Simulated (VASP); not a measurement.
# XPS shifts in Ta3Ag7, part 4 of 4

Wanted: the chemical shifts that photoemission would resolve in Ta3Ag7.

VASP 6.6.1, plane waves and PAW; the level of theory is named at each step.

So far. Step 4 (Core hole, atom Ag7, shell 3d): This is the reference for holes on Ag. Step 5 (Core hole, atom Ag8, shell 3d): Against the hole on Ag7 the energy differs by +0.24 eV.

### Step 6. Core hole, atom Ta3, shell 4f (continued)

Level of this step: final-state core hole with the electron kept at the Fermi level, PBEsol; plane waves and PAW (Ta_pv, Ta_pv, Ag) (VASP).

OUTCAR, selected parts (step 6):

```text
 POSITION                                       TOTAL-FORCE (eV/Angst)
 -----------------------------------------------------------------------------------
      0.00000      2.93449     15.06513        -0.000000      0.000000     -0.225856
      0.00000      0.00000     15.04006        -0.000000      0.000000     -0.309981
      2.93449      0.00000     15.06513        -0.000000      0.000000     -0.014134
      0.00000      0.00000      7.25994        -0.000000      0.000000      0.096674
      2.93449      0.00000      7.23487        -0.000000      0.000000     -0.017960
      0.00000      2.93449      7.23487        -0.000000      0.000000     -0.060166
      2.93449      2.93449     15.16315        -0.000000      0.000000     -0.150722
      1.48303      1.48303     13.10879        -0.110880      0.008299      0.169905
      4.38596      1.48303     13.10879         0.110880      0.008299      0.169905
      1.48303      4.38596     13.10879        -0.110880     -0.008299      0.169905
      4.38596      4.38596     13.10879         0.110880     -0.008299      0.169905
      0.00000      0.00000     11.15000        -0.000000      0.000000      0.001687
      2.93449      0.00000     11.15000        -0.000000      0.000000      0.058312
      0.00000      2.93449     11.15000        -0.000000      0.000000      0.007786
[...]
-----------------------------------------------------------------------------------
    total drift:                                0.000000      0.000000      0.002085

  FREE ENERGIE OF THE ION-ELECTRON SYSTEM (eV)
  ---------------------------------------------------
  free  energy   TOTEN  =      -254.9106874073 eV

  energy  without entropy=     -254.7858217919  energy(sigma->0) =     -254.84825460

[... 1 part as in an earlier step ...]

[... 2 further parts left out ...]
[key lines of the parts left out:]
E-fermi :   1.0257
```

This is the reference for holes on Ta.

### Step 7. Core hole, atom Ta2, shell 4f

The same hole on the next atom.

Input file INCAR:

```
SYSTEM = Ta3Ag7
PREC = Normal
ENCUT = 330
EDIFF = 1E-05
NELM = 120
ISMEAR = 0
SIGMA = 0.1
LREAL = Auto
ALGO = Fast
GGA = PS
NBANDS = 136
LASPH = .TRUE.
LWAVE = .FALSE.
LCHARG = .FALSE.
KPAR = 2
NCORE = 4
ICORELEVEL = 2
CLNT = 1
CLN = 4
CLL = 3
CLZ = 1
ISIF = 0
```

Input file POSCAR:

```
Ta3Ag7
1.0
    5.8689862838      0.0000000000      0.0000000000
    0.0000000000      5.8689862838      0.0000000000
    0.0000000000      0.0000000000     22.3000000000
Ta Ta Ag
1 5 14
Direct
    0.5000000000      0.0000000000      0.6755665444
    0.0000000000      0.0000000000      0.6744421419
    0.0000000000      0.5000000000      0.6755665444
    0.0000000000      0.0000000000      0.3255578581
    0.5000000000      0.0000000000      0.3244334556
    0.0000000000      0.5000000000      0.3244334556
    0.5000000000      0.5000000000      0.6799618277
    0.2526886048      0.2526886048      0.5878381360
    0.7473113952      0.2526886048      0.5878381360
    0.2526886048      0.7473113952      0.5878381360
    0.7473113952      0.7473113952      0.5878381360
    0.0000000000      0.0000000000      0.5000000000
    0.5000000000      0.0000000000      0.5000000000
    0.0000000000      0.5000000000      0.5000000000
    0.5000000000      0.5000000000      0.5000000000
    0.2526886048      0.2526886048      0.4121618640
    0.7473113952      0.2526886048      0.4121618640
    0.2526886048      0.7473113952      0.4121618640
    0.7473113952      0.7473113952      0.4121618640
    0.5000000000      0.5000000000      0.3200381723
```

Input file KPOINTS:

```
Automatic mesh
0
Gamma
4 4 1
0 0 0
```

Potentials, in the order of the species: Ta_pv, Ta_pv and Ag (PBE family, release 64).

Started as:

```
$ mpirun -np 8 vasp_std
```

The log of the run:

```text
[... set-up lines as in an earlier step ...]
 entering main loop
       N       E                     dE             d eps       ncg     rms          rms(c)
DAV:   1     0.110162384197E+04    0.11016E+04   -0.89790E+04  2848   0.103E+03
DAV:   2    -0.207628733716E+03   -0.13093E+04   -0.12594E+04  2696   0.295E+02
DAV:   3    -0.270335722478E+03   -0.62707E+02   -0.59205E+02  2864   0.573E+01
DAV:   4    -0.272654504622E+03   -0.23188E+01   -0.22682E+01  3096   0.993E+00
[...]
RMM:  26    -0.254910658132E+03   -0.81154E-04   -0.38339E-06  1054   0.269E-03    0.218E-03
RMM:  27    -0.254910678614E+03   -0.20481E-04   -0.11274E-06   720   0.196E-03    0.996E-04
RMM:  28    -0.254910687611E+03   -0.89973E-05   -0.78086E-07   698   0.192E-03
   1 F= -.25491069E+03 E0= -.25484825E+03  d E =-.124865E+00
```

Wall time 54 s (8 MPI ranks of AMD EPYC 9R45, shared host); peak memory 1.7 GiB; 7.1 min of CPU time.

Parts of OUTCAR (step 7):

```text
 POSITION                                       TOTAL-FORCE (eV/Angst)
 -----------------------------------------------------------------------------------
      2.93449      0.00000     15.06513         0.000000      0.000000     -0.225849
      0.00000      0.00000     15.04006         0.000000      0.000000     -0.309982
      0.00000      2.93449     15.06513         0.000000      0.000000     -0.014117
      0.00000      0.00000      7.25994         0.000000      0.000000      0.096670
      2.93449      0.00000      7.23487         0.000000      0.000000     -0.060174
      0.00000      2.93449      7.23487         0.000000      0.000000     -0.017983
      2.93449      2.93449     15.16315         0.000000      0.000000     -0.150718
      1.48303      1.48303     13.10879         0.008283     -0.110876      0.169898
      4.38596      1.48303     13.10879        -0.008283     -0.110876      0.169898
      1.48303      4.38596     13.10879         0.008283      0.110876      0.169898
      4.38596      4.38596     13.10879        -0.008283      0.110876      0.169898
      0.00000      0.00000     11.15000         0.000000      0.000000      0.001709
      2.93449      0.00000     11.15000         0.000000      0.000000      0.007787
      0.00000      2.93449     11.15000         0.000000      0.000000      0.058333
[...]
-----------------------------------------------------------------------------------
    total drift:                                0.000000      0.000000      0.002087

  FREE ENERGIE OF THE ION-ELECTRON SYSTEM (eV)
  ---------------------------------------------------
  free  energy   TOTEN  =      -254.9106876109 eV

  energy  without entropy=     -254.7858222658  energy(sigma->0) =     -254.84825494

[... 2 parts as in an earlier step ...]

[... 1 further part left out ...]
[key lines of the parts left out:]
E-fermi :   1.0257
```

Against the hole on Ta3 the energy differs by +0.00 eV.

### Step 8. Summary

This step: core-level shifts, PBEsol; plane waves and PAW (VASP 6.6.1).

Derived from the runs above.

A positive shift is a higher binding energy. Cost is wall time times ranks on a shared host. Core-level shifts:

```tsv
atom	region	shell	Kohn-Sham level below the Fermi level (eV)	initial-state shift (eV)	final-state shift (eV)	shifts are from	cost (core minutes)
Ag7	layer 1	3d	356.3	0	0	Ag7	4.4
Ag8	layer 2	3d	356.4	0.1773	0.2374	Ag7	5.33
Ta3	layer 1	4f	20.6	0	0	Ta3	7.07
Ta2	layer 1	4f	20.6	0	-3.40e-7	Ta3	7.2
```

### Step 9. Results

| Item | Value |
| --- | --- |
| Ag8 3d (layer 2), from Ag7 | initial state +0.18 eV, final state +0.24 eV |

In words: Against Ag7, Ag8 is shifted by +0.18 eV in the initial state and by +0.24 eV with the hole (energies extrapolated to zero smearing). Ta2 has the level of the reference atom in both states, as equivalent sites do. Only these atoms were given a hole, so other sites aren't ranked. The difference of the two pictures holds the screening of the hole, but also the cell's limits: holes repeat 5.9 Å apart, and the electron from the core stays in the cell, where it moves the Fermi energy by -0.05 to +0.02 eV, less than the shifts themselves. Cell size, mesh and smearing weren't varied between the hole runs, and no dipole correction was applied to the slab. On their mesh the free atoms carry forces of up to 0.14 eV/Å, since the relaxation used another. The other core electrons are frozen, spin-orbit splitting and multiplets are absent, and only shifts between atoms of one element are meaningful. Not tabulated here, as repeats of values shown or as unfit to read for their mesh, reference level or band range: core levels (core hole).

[Lines on the potential files, build, host, timing and source positions are cut from VASP's logs without a mark.]

[Logs are printed without paths, hosts, clocks, repeated set-up lines and the standing remarks that a program may print on its own settings, such as how far it seeks lower states.]

[Hosts, paths, dates, database ids (printed as entryN), source tags and the programs' standing remarks are cut or masked in the printed files.]
